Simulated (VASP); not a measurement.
Input:

```xyz
2
Lattice="0.0000 3.0744 3.0744 3.0744 0.0000 3.0744 3.0744 3.0744 0.0000" Properties=species:S:1:pos:R:3 pbc="T T T"
Cd     0.0000     0.0000     0.0000
Se     1.5372     1.5372     1.5372
```

All values below come from optB86b-vdW, VASP's PBE PAW potentials (set 64) (plane waves; VASP 6.6.1). Numerical set-up: 520 eV cut-off, Gaussian smearing of 0.050 eV, potentials Cd Se.

Q: Predict the band gap (along the path) with the smallest direct gap where there is one.

A: 
```json
{
  "band gap (along the path)": "0.43 eV",
  "smallest direct gap (along the path)": "0.43 eV"
}
```

Total energies compare only between runs with the same potentials, cut-off and functional.

The compound is CdSe in the zinc blende structure, whereas wurtzite is the usual form. It was relaxed first.
